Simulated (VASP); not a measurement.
Input:

```
Pb2STe
1.0
    4.46104     0.00000     0.00000
    0.00000     4.46104     0.00000
    0.00000     0.00000     6.23615
Te Pb S
1 2 1
Cartesian
  2.23052   2.23052   0.00000
  0.00000   0.00000   0.00000
  2.23052   2.23052   3.11808
  0.00000   0.00000   3.11808
```

These are r2SCAN meta-GGA with spin-orbit coupling, VASP's PBE PAW potentials (set 64) (plane waves; VASP) values and carry that method's errors. Run with 400 eV cut-off, 5×5×3 Γ-centred mesh, Gaussian smearing of 0.050 eV, potentials Te Pb_d S.

### Question
Give the energies of bands 33 to 46 at the high-symmetry points, in eV from the valence-band maximum.

### Answer

```json
[
 {"band": "33", "Γ": "-2.85", "X": "-1.60", "M": "-3.56", "Z": "-2.25", "R": "-1.32", "A": "-3.74"},
 {"band": "34", "Γ": "-2.85", "X": "-1.60", "M": "-3.56", "Z": "-2.25", "R": "-1.32", "A": "-3.74"},
 {"band": "35", "Γ": "-2.14", "X": "-1.44", "M": "-3.00", "Z": "-2.19", "R": "-1.09", "A": "-3.49"},
 {"band": "36", "Γ": "-2.14", "X": "-1.44", "M": "-3.00", "Z": "-2.19", "R": "-1.09", "A": "-3.49"},
 {"band": "37", "Γ": "-1.58", "X": "-1.00", "M": "-2.83", "Z": "-1.58", "R": "-0.06", "A": "-0.98"},
 {"band": "38", "Γ": "-1.58", "X": "-1.00", "M": "-2.83", "Z": "-1.58", "R": "-0.06", "A": "-0.98"},
 {"band": "39", "Γ": "-1.52", "X": "-0.52", "M": "-2.74", "Z": "-1.35", "R": "0.00", "A": "-0.27"},
 {"band": "40", "Γ": "-1.52", "X": "-0.52", "M": "-2.74", "Z": "-1.35", "R": "0.00", "A": "-0.27"},
 {"band": "41", "Γ": "3.19", "X": "1.19", "M": "3.99", "Z": "2.17", "R": "0.19", "A": "1.96"},
 {"band": "42", "Γ": "3.19", "X": "1.19", "M": "3.99", "Z": "2.17", "R": "0.19", "A": "1.96"},
 {"band": "43", "Γ": "3.87", "X": "1.59", "M": "4.00", "Z": "2.83", "R": "0.65", "A": "1.98"},
 {"band": "44", "Γ": "3.87", "X": "1.59", "M": "4.00", "Z": "2.83", "R": "0.65", "A": "1.98"},
 {"band": "45", "Γ": "4.72", "X": "2.21", "M": "4.27", "Z": "4.06", "R": "1.39", "A": "4.09"},
 {"band": "46", "Γ": "4.72", "X": "2.21", "M": "4.27", "Z": "4.06", "R": "1.39", "A": "4.09"}
]
```

The gap is direct, 0.19 eV, from the valence maximum at R to the conduction minimum at R.

The structure comes from a computed database's TePb2S entry (P4/mmm); how it stands against other phases isn't given here. It was relaxed first.
